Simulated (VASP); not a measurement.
Computed with HSE06 screened hybrid, VASP's PBE PAW potentials (set 64) (plane waves; VASP).

The input files of a VASP run:

**POSCAR**
```
Al35MgN36
1
    4.6932676572    -8.1289780179     0.0000000000
    4.6932676572     8.1289780179     0.0000000000
    0.0000000000     0.0000000000    10.0192026156
Al N Mg
35 36 1
Direct
  0.2219029080   0.1105703651   0.2491509767
  0.1103080659   0.2211084220   0.9989145346
  0.2220243408   0.1108356779   0.7487500990
  0.1096306679   0.2212538899   0.4989549891
  0.2204590307   0.4434831414   0.2484703399
  0.1102671730   0.5557188784   0.9989268316
  0.2206994777   0.4434679272   0.7505402639
  0.1096465238   0.5545175332   0.4989615163
  0.2219684230   0.7777295826   0.2491877880
  0.1110277503   0.8886979227   0.9993304328
  0.2221246957   0.7773195928   0.7487366947
  0.1108205425   0.8884490388   0.4989502117
  0.5555169563   0.1109692346   0.2497092951
  0.4440716967   0.2211435389   0.9989666931
  0.5554400570   0.1107273009   0.7490669792
  0.4447497223   0.2213485173   0.4990252353
  0.5559053328   0.4434514886   0.2487440459
  0.4442544022   0.5553352373   0.9982400713
  0.5557384089   0.4433753225   0.7505525916
  0.5560899023   0.7788420324   0.2486898348
  0.4441181132   0.8893754160   0.9990476598
  0.5558943436   0.7785095435   0.7505553389
  0.4448103256   0.8894585024   0.4990063153
  0.8886544762   0.1109457767   0.2496391729
  0.7777488491   0.2221771735   0.9996386463
  0.8885413584   0.1107690945   0.7488864606
  0.7774956851   0.2218202751   0.4983957871
  0.8885972300   0.4442513477   0.2496470731
  0.7784858528   0.5556813637   0.9991075705
  0.8884514326   0.4440258466   0.7489558810
  0.7777255350   0.5545287100   0.4990512349
  0.8889616228   0.7777485518   0.2493034019
  0.7785774475   0.8894258433   0.9989881327
  0.8885256631   0.7773607491   0.7488816898
  0.7777717714   0.8894046042   0.4990483318
  0.2218604428   0.1106105010   0.4417942388
  0.1104361578   0.2208940636   0.1906617546
  0.2219804464   0.1106625685   0.9411690345
  0.1106276633   0.2216074550   0.6918145159
  0.2060694991   0.4361223235   0.4370757400
  0.1103337997   0.5559796972   0.1906532253
  0.2206207921   0.4435782395   0.9437469760
  0.1105254938   0.5551752348   0.6918329419
  0.2219119128   0.7773610305   0.4418103781
  0.1109234751   0.8886040520   0.1912535943
  0.2220607556   0.7777895798   0.9411224617
  0.1108887057   0.8884546170   0.6915089581
  0.5549351715   0.1105500081   0.4415413691
  0.4437119398   0.2209592904   0.1907419210
  0.5558330490   0.1111350059   0.9413679709
  0.4441927926   0.2215181633   0.6918691162
  0.5627441406   0.4363179977   0.4373851485
  0.4441420322   0.5552658383   0.1920078860
  0.5560634130   0.4435645026   0.9437733191
  0.4440516423   0.5551084675   0.7072720349
  0.5628284858   0.7925584074   0.4372961909
  0.4438004525   0.8891805065   0.1907908333
  0.5561223735   0.7789311453   0.9437785381
  0.4442830509   0.8887426589   0.6918603117
  0.8886021066   0.1104513850   0.4414691968
  0.7776855337   0.2221342333   0.1917074990
  0.8885916241   0.1111417476   0.9412048324
  0.7775126973   0.2219024535   0.6912189333
  0.8885857098   0.4443788920   0.4414785198
  0.7784922659   0.5559710048   0.1908399195
  0.8885331281   0.4440385620   0.9412767563
  0.7775811077   0.5552165354   0.6918990244
  0.8886382939   0.7773991932   0.4418921172
  0.7786449035   0.8891605725   0.1907197607
  0.8890464509   0.7777650117   0.9412936621
  0.7777175572   0.8887012266   0.6918952077
  0.4437321494   0.5549123856   0.4971719911
```

File KPOINTS:
```
Regular mesh
0
G
1 1 1
```

INCAR:
```
PRECFOCK = Fast
NELM = 50   ! most electronic steps
LASPH = .TRUE.   ! aspherical one-centre terms
SYSTEM = Al35MgN36
LCHARG = .FALSE.
ENCUT = 400
EDIFF = 1E-5
ALGO = Normal   ! blocked Davidson
ISMEAR = 0   ! Gaussian
NELECT = 286.0
AEXX = 0.25
SIGMA = 0.05
NELMIN = 4
ISYM = 0
ISIF = 0
LWAVE = .FALSE.
HFSCREEN = 0.2   ! 1/Angstrom
LHFCALC = .TRUE.
GGA = PE   ! PBE
LREAL = Auto
PREC = Normal
```

POTCAR, in this order: Al N Mg (PBE.64 set). Program: vasp_gam. Read from the step before: WAVECAR.

Output

### OSZICAR
```
       N       E                     dE             d eps       ncg     rms          rms(c)
DAV:   1    -0.625106120126E+03   -0.62511E+03   -0.17520E+01   432   0.852E+00    0.494E+01
DAV:   2    -0.625209748709E+03   -0.10363E+00   -0.34967E-01   444   0.159E+00    0.336E+01
DAV:   3    -0.625194113319E+03    0.15635E-01   -0.65792E-02   396   0.695E-01    0.209E+01
DAV:   4    -0.625184857451E+03    0.92559E-02   -0.83787E-03   408   0.257E-01    0.124E+01
DAV:   5    -0.625181781446E+03    0.30760E-02   -0.61387E-03   408   0.169E-01    0.721E+00
DAV:   6    -0.625180719460E+03    0.10620E-02   -0.59463E-04   396   0.803E-02    0.424E+00
DAV:   7    -0.625180357028E+03    0.36243E-03   -0.72551E-04   400   0.687E-02    0.244E+00
DAV:   8    -0.625180246524E+03    0.11050E-03   -0.19989E-04   420   0.474E-02    0.138E+00
DAV:   9    -0.625180207540E+03    0.38983E-04   -0.19950E-04   396   0.349E-02    0.758E-01
DAV:  10    -0.625180201459E+03    0.60811E-05   -0.38851E-05   364   0.174E-02
   1 F= -.62518020E+03 E0= -.62518020E+03  d E =-.844466E-07
```

### OUTCAR
```
------------------------ aborting loop because EDIFF is reached ----------------------------------------
  volume of cell :      764.49
      direct lattice vectors                 reciprocal lattice vectors
     4.693267657 -8.128978018  0.000000000     0.106535582 -0.061508347  0.000000000
     4.693267657  8.128978018  0.000000000     0.106535582  0.061508347  0.000000000
     0.000000000  0.000000000 10.019202616     0.000000000  0.000000000  0.099808342
  FREE ENERGIE OF THE ION-ELECTRON SYSTEM (eV)
  ---------------------------------------------------
  free  energy   TOTEN  =      -625.1802014592 eV

  energy  without entropy=     -625.1802013748  energy(sigma->0) =     -625.18020142

  exchange ACFDT corr.  =         0.00000000  see jH, gK, PRB 81, 115126
```
(Selected blocks of OUTCAR.)

The cell is charged, with a uniform compensating background. The supercell is sampled at Γ alone, which is coarse: total energies, pressure and levels can be off, energies of defects by several tenths of an eV.

The cell is a supercell with a defect, built from AlN (wurtzite): Mg_Al, charge +1. The cell's shape comes from a PBE relaxation. The run is not spin-polarised, so no state with unpaired spins was tried.
